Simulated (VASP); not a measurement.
# BaGa2H2 (P-3m1) in VASP: single point with LDA

Aim: the single point of BaGa2H2 with LDA.

Program: VASP 6.6.1. These are calculated values, not measurements. Logs are shortened: lines on timing, memory, paths and dates and some standing lists are left out, and cuts for length are marked.

## 1. The structure

Symmetry: P-3m1, No. 164, trigonal system. The conventional cell has a = 4.529 Å, b = 4.529 Å, c = 4.899 Å, α = 90.00°, β = 90.00°, γ = 120.00°. Around Ba (site symmetry -3m) lie 6 H at 2.68 Å. Ga (site symmetry 3m) has 1 H at 1.69 Å as nearest neighbours. H (site symmetry 3m) is surrounded by 1 Ga at 1.69 Å.

## 2. Single point, LDA

File INCAR:

```
SYSTEM = BaGa2H2
PREC = Accurate ; ENCUT = 520
EDIFF = 1E-6 ; ISMEAR = 0
SIGMA = 0.1 ; LREAL = .FALSE.
LASPH = .TRUE. ; NELM = 60
ALGO = Normal ; ISIF = 2
LWAVE = .FALSE. ; LCHARG = .FALSE.
GGA = CA ; NBANDS = 27
```

File KPOINTS:

```
regular mesh
0
G
  6 6 4
  0 0 0
```

File POSCAR:

```
BaGa2H2
1.0
    4.5285988553      0.0000000000      0.0000000000
   -2.2642994276      3.9218816522      0.0000000000
    0.0000000000      0.0000000000      4.8991000000
Ba Ga H
1 2 2
Direct
    0.0000000000      0.0000000000      0.0000000000
    0.3333333333      0.6666666667      0.4680000000
    0.6666666667      0.3333333333      0.5320000000
    0.3333333333      0.6666666667      0.1232000000
    0.6666666667      0.3333333333      0.8768000000
```

Potentials or basis: VASP PAW LDA potentials, release 64 (Ba_sv, Ga_d, H).

Run with:

```bash
> cat potpaw_LDA.64/Ba_sv/POTCAR potpaw_LDA.64/Ga_d/POTCAR potpaw_LDA.64/H/POTCAR > POTCAR
> mpirun -np 1 vasp_std > vasp.out
```

OUTCAR:

```text
SYSTEM = BaGa2H2
   PREC = Accurate
   ENCUT = 520
   EDIFF = 1E-6
   ISMEAR = 0
   LREAL = .FALSE.
   LASPH = .TRUE.
   NELM = 60
   ISIF = 2
   GGA = CA

 ion  position               nearest neighbor table
   1  0.000  0.000  0.000-   4 2.68   5 2.68   4 2.68   5 2.68   5 2.68   4 2.68   2 3.48   3 3.48
                             2 3.48   3 3.48   2 3.48   3 3.48   3 3.69   2 3.69   2 3.69   3 3.69
   2  0.333  0.667  0.468-   4 1.69   3 2.63   3 2.63   3 2.63   1 3.48   1 3.48   1 3.48   1 3.69
                             1 3.69   1 3.69
   3  0.667  0.333  0.532-   5 1.69   2 2.63   2 2.63   2 2.63   1 3.48   1 3.48   1 3.48   1 3.69
                             1 3.69   1 3.69
   4  0.333  0.667  0.123-   2 1.69   1 2.68   1 2.68   1 2.68
   5  0.667  0.333  0.877-   3 1.69   1 2.68   1 2.68   1 2.68

  LATTYP: Found a hexagonal cell.
 ALAT       =     4.5285988553
 C/A-ratio  =     1.0818136374

  Lattice vectors:

 A1 = (   4.5285988553,   0.0000000000,   0.0000000000)
 A2 = (  -2.2642994276,   3.9218816522,   0.0000000000)
 A3 = (   0.0000000000,   0.0000000000,   4.8991000000)

Analysis of symmetry for initial positions (statically):
=====================================================================
 Subroutine PRICEL returns:
 Original cell was already a primitive cell.

 Routine SETGRP: Setting up the symmetry group for a
 hexagonal supercell.

 Subroutine GETGRP returns: Found 12 space group operations
 (whereof 12 operations were pure point group operations)
 out of a pool of 24 trial point group operations.

The static configuration has the point symmetry D_3d.

Analysis of symmetry for dynamics (positions and initial velocities):
=====================================================================
 Subroutine PRICEL returns:
 Original cell was already a primitive cell.

 Routine SETGRP: Setting up the symmetry group for a
 hexagonal supercell.

 Subroutine GETGRP returns: Found 12 space group operations
 (whereof 12 operations were pure point group operations)
 out of a pool of 24 trial point group operations.

The dynamic configuration has the point symmetry D_3d.

 Subroutine INISYM returns: Found 12 space group operations
 (whereof 12 operations are pure point group operations),
 and found     1 'primitive' translations

----------------------------------------------------------------------------------------

                                     Primitive cell

  volume of cell :      87.0111

  direct lattice vectors                    reciprocal lattice vectors
     4.528598855  0.000000000  0.000000000     0.220818852  0.127489824  0.000000000
    -2.264299428  3.921881652  0.000000000     0.000000000  0.254979647  0.000000000
     0.000000000  0.000000000  4.899100000     0.000000000  0.000000000  0.204119124

  length of vectors
     4.528598855  4.528598855  4.899100000     0.254979647  0.254979647  0.204119124

  position of ions in fractional coordinates (direct lattice)
     0.000000000  0.000000000  0.000000000
     0.333333333  0.666666667  0.468000000
     0.666666667  0.333333333  0.532000000
     0.333333333  0.666666667  0.123200000
     0.666666667  0.333333333  0.876800000

  ion indices of the primitive-cell ions
   primitive index   ion index
                 1           1
                 2           2
                 3           3
                 4           4
                 5           5

----------------------------------------------------------------------------------------

 KPOINTS: regular mesh

Automatic generation of k-mesh.
 Grid dimensions read from file:
 generate k-points for:    6    6    4

 Generating k-lattice:

  Cartesian coordinates                     Fractional coordinates (reciprocal lattice)
     0.036803142  0.021248304  0.000000000     0.166666667  0.000000000  0.000000000
     0.000000000  0.042496608  0.000000000     0.000000000  0.166666667  0.000000000
     0.000000000  0.000000000  0.051029781     0.000000000  0.000000000  0.250000000

  Length of vectors
     0.042496608  0.042496608  0.051029781

  Shift w.r.t. Gamma in fractional coordinates (k-lattice)
     0.000000000  0.000000000  0.000000000

 Subroutine IBZKPT returns following result:
 ===========================================

 Found     24 irreducible k-points:

 Following reciprocal coordinates:
            Coordinates               Weight
  0.000000  0.000000  0.000000      1.000000
  0.166667  0.000000  0.000000      6.000000
  0.333333  0.000000  0.000000      6.000000
  0.500000  0.000000  0.000000      3.000000
  0.166667  0.166667  0.000000      6.000000
  0.333333  0.166667  0.000000     12.000000
[... 16 lines left out ...]
  0.333333  0.166667  0.500000     12.000000
  0.333333  0.333333  0.500000      2.000000
   k-points           NKPTS =     24   k-points in BZ     NKDIM =     24   number of bands    NBANDS=     27
   number of dos      NEDOS =    301   number of ions     NIONS =      5
   total plane-waves  NPLWV =  46656
   dimension x,y,z NGX =    36 NGY =   36 NGZ =   36
   dimension x,y,z NGXF=    72 NGYF=   72 NGZF=   72
   ions per type =               1   2   2
   NGX,Y,Z   is equivalent  to a cutoff of  13.22, 13.22, 12.22 a.u.
   NGXF,Y,Z  is equivalent  to a cutoff of  26.43, 26.43, 24.43 a.u.
 SYSTEM =  BaGa2H2
   PREC   = accura    normal or accurate (medium, high low for compatibility)
   ISTART =      0    job   : 0-new  1-cont  2-samecut
   ICHARG =      2    charge: 1-file 2-atom 10-const
   ISPIN  =      1    spin polarized calculation?
   LNONCOLLINEAR =      F non collinear calculations
   LSORBIT =      F    spin-orbit coupling
   LASPH  =      T    aspherical Exc in radial PAW
   ENCUT  =  520.0 eV  38.22 Ry    6.18 a.u.   8.42  8.42  9.11*2*pi/ulx,y,z
   NELM   =     60;   NELMIN=  2; NELMDL= -5     # of ELM steps
   EDIFF  = 0.1E-05   stopping-criterion for ELM
   LREAL  =      F    real-space projection
   EDIFFG = 0.1E-04   stopping-criterion for IOM
   NSW    =      0    number of steps for IOM
   IBRION =     -1    ionic relax: 0-MD 1-quasi-New 2-CG
   NFREE  =      0    steps in history (QN), initial steepest desc. (CG)
   ISIF   =      2    stress and relaxation
   ISYM   =      2    0-nonsym 1-usesym 2-fastsym
   POTIM  = 0.5000    time-step for ionic-motion
   TEBEG  =    0.0;   TEEND  =   0.0 temperature during run
   PSTRESS=    0.0 pullay stress
   NELECT =      38.0000    total number of electrons
   NUPDOWN=      -1.0000    fix difference up-down
   EMIN   =  10.00;   EMAX   =-10.00  energy-range for DOS
   EFERMI =   0.00;   METHOD = LEGACY
   ISMEAR =     0;   SIGMA  =   0.10  broadening in eV -4-tet -1-fermi 0-gaus
   EFERMI_NEDOS =   21; number of points for ismear=-14 and -15
   IALGO  =     38    algorithm
   IMIX   =      4    mixing-type and parameters
     AMIX     =   0.40;   BMIX     =  1.00
     AMIX_MAG =   1.60;   BMIX_MAG =  1.00
  volume/ion in A,a.u.               =      17.40       117.44
  Fermi-wavevector in a.u.,A,eV,Ry     =   1.242065  2.347163 20.990070  1.542727
  Thomas-Fermi vector in A             =   2.376436
   LORBIT       =      0    0 simple, 1 ext, 2 COOP (PROOUT), +10 PAW based schemes
   GGA     = CA    functional components
   LHFCALC =     F    Hartree Fock is set to
   AEXX    =    0.0000 exact exchange contribution
   IVDW    =     0    specifies the selected vdW correction
   LEPSILON=     F    determine dielectric tensor
   LRPA    =     F    only Hartree local field effects (RPA)
 non-spin polarized calculation
 Gauss-broadening in eV      SIGMA  =   0.10
  energy-cutoff  :      520.00
  volume of cell :       87.01
 maximum number of plane-waves:      2376
 NGX is ok and might be reduce to    36
   NGX = 17   NGY = 17   NGZ = 19

 number of electron      37.9999986 magnetization

 Free energy of the ion-electron system (eV)
  ---------------------------------------------------
  ext. energy  EPLUGINS =         0.00000000
  ---------------------------------------------------
  free energy    TOTEN  =       -18.88877664 eV

  energy without entropy =      -18.88717696  energy(sigma->0) =      -18.88797680

 E-fermi :   3.3282     XC(G=0): -10.0579

 val. band max:        3.2635807548   @ k =   0.0000   0.0000   0.2500
 cond. band min:       3.4721400892   @ k =   0.0000   0.0000   0.5000
 fundamental gap:      0.2085593344
 Fermi energy:         3.3282362325

 k-point     1 :       0.0000    0.0000    0.0000
  band No.  band energies     occupation
      1     -24.3456      2.00000
      2     -11.4461      2.00000
      3     -11.3270      2.00000
      4     -11.3270      2.00000
      5     -11.3260      2.00000
      6     -11.3260      2.00000
[... 19 lines left out ...]
     26       7.6138      0.00000
     27       7.7411      0.00000

 k-point     2 :       0.1667    0.0000    0.0000
  band No.  band energies     occupation
      1     -24.3374      2.00000
      2     -11.4444      2.00000
      3     -11.3694      2.00000
      4     -11.3630      2.00000
      5     -11.3182      2.00000
      6     -11.3107      2.00000
[... 19 lines left out ...]
     26       8.1085      0.00000
     27       9.0757      0.00000

 k-point     3 :       0.3333    0.0000    0.0000
  band No.  band energies     occupation
      1     -24.3210      2.00000
      2     -11.4415      2.00000
      3     -11.4153      2.00000
      4     -11.3980      2.00000
      5     -11.3277      2.00000
      6     -11.3006      2.00000
[... 594 lines left out ...]
      1     -24.3078      2.00000
      2     -11.4582      2.00000
      3     -11.4108      2.00000
      4     -11.4023      2.00000
      5     -11.3447      2.00000
      6     -11.2856      2.00000
[... 19 lines left out ...]
     26       9.4804      0.00000
     27      10.1178      0.00000

 k-point    24 :       0.3333    0.3333    0.5000
  band No.  band energies     occupation
      1     -24.3038      2.00000
      2     -11.4765      2.00000
      3     -11.4052      2.00000
      4     -11.4052      2.00000
      5     -11.3382      2.00000
      6     -11.2651      2.00000
[... 19 lines left out ...]
     26       9.4527      0.00000
     27       9.4527      0.00000

------------------------ aborting loop because EDIFF is reached ----------------------------------------

  FORCE on cell =-STRESS in cart. coord.  units (eV):
  Direction    XX          YY          ZZ          XY          YZ          ZX
  --------------------------------------------------------------------------------------
  -------------------------------------------------------------------------------------
  Total       -1.8185884     -1.8185884     -1.5618789     -0.0000000     -0.0000000     -0.0000000
  in kB      -33.4865458    -33.4865458    -28.7596309     -0.0000000     -0.0000000     -0.0000000
  external PRESSURE =     -31.9109075 kB  Pullay stress =       0.0000000 kB

 VOLUME and BASIS-vectors are now :
 -----------------------------------------------------------------------------
  energy-cutoff  :      520.00
  volume of cell :       87.01
      direct lattice vectors                 reciprocal lattice vectors
     4.528598855  0.000000000  0.000000000     0.220818852  0.127489824  0.000000000
    -2.264299428  3.921881652  0.000000000     0.000000000  0.254979647  0.000000000
     0.000000000  0.000000000  4.899100000     0.000000000  0.000000000  0.204119124

 POSITION                                       TOTAL-FORCE (eV/Angst)
 -----------------------------------------------------------------------------------
      0.00000      0.00000      0.00000         0.000000     -0.000000      0.000000
     -0.00000      2.61459      2.29278         0.000000      0.000000      0.030552
      2.26430      1.30729      2.60632        -0.000000     -0.000000     -0.030552
     -0.00000      2.61459      0.60357         0.000000      0.000000      0.042978
      2.26430      1.30729      4.29553         0.000000     -0.000000     -0.042978
 -----------------------------------------------------------------------------------
    total drift:                               -0.000000      0.000000      0.000000

  FREE ENERGIE OF THE ION-ELECTRON SYSTEM (eV)
  ---------------------------------------------------
  free  energy   TOTEN  =       -18.8887766409 eV

  energy  without entropy=      -18.8871769638  energy(sigma->0) =      -18.88797680
```

Wall time 29 s (1 thread of Intel Xeon Platinum 8559C (Emerald Rapids), shared host); peak memory 0.2 GiB.

What came out:

```yaml
Free_energy: -18.8888 eV
Pressure: -3.2 GPa
Largest_force: 0.043 eV/Å
Band_gap_on_the_k_mesh: none (metal or under the smearing width)
```

Forces on the atoms (eV/Å):
```
Ba   0.000  0.000  0.000
Ga   0.000  0.000  0.031
Ga   0.000  0.000 -0.031
H    0.000  0.000  0.043
H    0.000  0.000 -0.043
```

Stress tensor (GPa, compression positive):
```
-3.35  0.00  0.00
 0.00 -3.35  0.00
 0.00  0.00 -2.88
```

Levels at points of the mesh, in eV from the Fermi level:
| k point | band 16 | band 17 | band 18 | band 19 | band 20 | band 21 | band 22 | band 23 |
| --- | --- | --- | --- | --- | --- | --- | --- | --- |
| (0.00, 0.00, 0.00) | -4.42 | -3.13 | -0.41 | -0.41 | 0.52 | 3.68 | 3.92 | 3.92 |
| (0.50, 0.00, 0.00) | -6.72 | -2.92 | -1.72 | -0.66 | -0.09 | 1.91 | 3.05 | 3.08 |
| (0.00, 0.00, 0.50) | -6.36 | -2.02 | 0.14 | 0.58 | 0.58 | 1.46 | 1.46 | 2.13 |
| (0.50, 0.00, 0.50) | -5.71 | -3.84 | -3.00 | -1.41 | 2.00 | 4.11 | 4.52 | 5.01 |

Spin-orbit coupling is left out, which matters for the levels of Ba.
